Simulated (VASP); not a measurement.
Here is the system:

```
CELL_PARAMETERS angstrom
      1.42969    -2.47630     0.00000
      1.42969     2.47630     0.00000
      0.00000     0.00000     4.77037
ATOMIC_POSITIONS crystal
  Cd 0.33333 0.66667 0.25000
  Cd 0.66667 0.33333 0.75000
```

These are PBE GGA, VASP's PBE PAW potentials (set 64) (plane waves; VASP) values and carry that method's errors. Settings: 480 eV cut-off, 14×14×6 Γ-centred mesh, first-order Methfessel-Paxton smearing of 0.10 eV, potentials Cd.

Predict the energy per atom (σ→0), pressure, band gap (on the k-mesh) with the smallest direct gap where there is one.

```yaml
band gap (on the k-mesh): none (metal, semimetal or under 0.01 eV)
energy per atom (σ→0): -0.347 eV/atom
pressure: 29.97 GPa
```

Total energies compare only between runs with the same potentials, cut-off and functional.

The compound is Cd in the hcp structure. It was relaxed first under an external pressure of 30 GPa.
